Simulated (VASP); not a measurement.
Output of a VASP run:

### OSZICAR
```
       N       E                     dE             d eps       ncg     rms          rms(c)
DAV:   1    -0.555433326551E+02   -0.55543E+02   -0.23765E-03  1544   0.256E-01    0.635E-02
DAV:   2    -0.555485862728E+02   -0.52536E-02   -0.61053E-02  1681   0.131E+00    0.286E-01
DAV:   3    -0.555429834797E+02    0.56028E-02   -0.38802E-02  1703   0.103E+00    0.974E-03
DAV:   4    -0.555430126396E+02   -0.29160E-04   -0.84894E-05  1205   0.302E-02    0.230E-03
DAV:   5    -0.555430144225E+02   -0.17828E-05   -0.19146E-06   782   0.538E-03    0.126E-03
DAV:   6    -0.555430146371E+02   -0.21460E-06   -0.32191E-07   701   0.264E-03
   1 F= -.55543015E+02 E0= -.55542558E+02  d E =-.136994E-02
```

OUTCAR:
```
------------------------ aborting loop because EDIFF is reached ----------------------------------------
  FORCE on cell =-STRESS in cart. coord.  units (eV):
  Direction    XX          YY          ZZ          XY          YZ          ZX
  --------------------------------------------------------------------------------------
  Total       -3.4068625     -3.4068637     -1.2768876     -0.0000003      0.0000000      0.0000000
  in kB       -8.5688474     -8.5688504     -3.2115928     -0.0000009      0.0000000      0.0000000
  external PRESSURE =      -6.7830969 kB  Pullay stress =       0.0000000 kB
  volume of cell :      637.00
      direct lattice vectors                 reciprocal lattice vectors
     5.865411805  0.000000000  0.000000000     0.170491013 -0.098433032  0.000000000
     2.932706409  5.079596522  0.000000000     0.000000000  0.196866030  0.000000000
     0.000000000  0.000000000 21.380362216     0.000000000  0.000000000  0.046771892
 POSITION                                       TOTAL-FORCE (eV/Angst)
 -----------------------------------------------------------------------------------
      0.00000      0.00000      7.07886         0.000000      0.000000     -0.002001
      2.93271      0.00112      7.10475         0.000000      0.000217     -0.003940
      1.46732      2.53924      7.10475         0.000188     -0.000108     -0.003940
      4.39809      2.53924      7.10475        -0.000188     -0.000108     -0.003940
      1.45736      0.84141      9.48354         0.001714      0.000990     -0.003241
      4.40805      0.84141      9.48354        -0.001714      0.000990     -0.003241
      2.93271      3.39678      9.48354        -0.000000     -0.001980     -0.003241
      5.86542      3.38640      9.49286         0.000000      0.000000     -0.003786
      5.86541      1.69893     11.85152         0.000000      0.002100      0.002312
      2.93270      1.69320     11.81100        -0.000000      0.000000     -0.001032
      7.32680      4.23013     11.85152        -0.001818     -0.001050      0.002312
      4.40402      4.23013     11.85152         0.001818     -0.001050      0.002312
      0.00000      0.00000     14.18656         0.000000      0.000000     -0.000412
      5.86541      5.04910     14.25460        -0.000000     -0.003141      0.001555
      7.30536      2.55505     14.25460        -0.002720      0.001571      0.001555
      4.42547      2.55505     14.25460         0.002720      0.001571      0.001555
      2.93270      1.69320     15.82506         0.000000      0.000000      0.003037
      2.93270      1.69320     16.99493        -0.000000      0.000000      0.014133
 -----------------------------------------------------------------------------------
    total drift:                                0.005752      0.003321      0.015341
  FREE ENERGIE OF THE ION-ELECTRON SYSTEM (eV)
  ---------------------------------------------------
  free  energy   TOTEN  =       -55.5430146371 eV

  energy  without entropy=      -55.5416446948  energy(sigma->0) =      -55.54255799

 total charge

# of ion       s       p       d       tot
------------------------------------------
    1        0.418   0.198   9.179   9.796
    2        0.415   0.204   9.175   9.795
    3        0.415   0.204   9.175   9.795
    4        0.415   0.204   9.175   9.795
    5        0.403   0.272   9.166   9.842
    6        0.403   0.272   9.166   9.842
    7        0.403   0.272   9.166   9.842
    8        0.412   0.267   9.168   9.847
    9        0.411   0.278   9.160   9.849
   10        0.413   0.269   9.163   9.846
   11        0.411   0.278   9.160   9.849
   12        0.411   0.278   9.160   9.849
   13        0.415   0.211   9.189   9.815
   14        0.408   0.257   9.155   9.820
   15        0.408   0.257   9.155   9.820
   16        0.408   0.257   9.155   9.820
   17        0.955   1.512   0.000   2.466
   18        1.643   3.520   0.000   5.164
--------------------------------------------------
tot          9.170   9.015 146.667 164.852
```
(Selected blocks of OUTCAR.)

### POSCAR
```
Ag16CO
1
    5.8654118046     0.0000000000     0.0000000000
    2.9327064093     5.0795965220     0.0000000000
    0.0000000000     0.0000000000    21.3803622160
Ag C O
16 1 1
Direct
  0.0000000000   0.0000000000   0.3310914807
  0.4998900696   0.0002198608   0.3323024698
  0.0002198608   0.4998900696   0.3323024698
  0.4998900696   0.4998900696   0.3323024698
  0.1656448659   0.1656448659   0.4435630222
  0.6687112681   0.1656448659   0.4435630222
  0.1656448659   0.6687112681   0.4435630222
  0.6666670000   0.6666670000   0.4439991323
  0.8327684570   0.3344620862   0.5543178292
  0.3333330000   0.3333330000   0.5524230319
  0.8327684570   0.8327684570   0.5543178292
  0.3344620862   0.8327684570   0.5543178292
  0.0000000000   0.0000000000   0.6635321361
  0.5030017476   0.9939965050   0.6667143867
  0.9939965050   0.5030017476   0.6667143867
  0.5030017476   0.5030017476   0.6667143867
  0.3333330000   0.3333330000   0.7401679834
  0.3333330000   0.3333330000   0.7948851117
```

### Question
Write an INCAR and KPOINTS that could have produced this output.

### Answer
This is not unique; one that fits is the input of the run itself, PBE GGA, plane waves, VASP's PBE PAW potentials (set 64).

**KPOINTS**
```
Automatic mesh
0
Gamma
5 5 1
0 0 0
```

INCAR:
```
ALGO = Normal
DIPOL = 0.5 0.5 0.5
EDIFF = 1E-6
ENCUT = 400
GGA = PE
IDIPOL = 3
ISMEAR = 1
LASPH = .TRUE.
LCHARG = .FALSE.
LDIPOL = .TRUE.
LMAXMIX = 4
LORBIT = 11
LREAL = .FALSE.
LVHAR = .TRUE.
LWAVE = .FALSE.
NELM = 100
NELMIN = 4
PREC = Normal
SIGMA = 0.1
SYSTEM = Ag16CO
```

POTCAR, in this order: Ag C O (PBE.64 set). Program: vasp_std. Read from the step before: WAVECAR.

At this cut-off the stress carries a Pulay error, which pulls relaxed volumes low.

The cell is a thin slab with vacuum, built from Ag (fcc): (111) face, CO adsorbed.
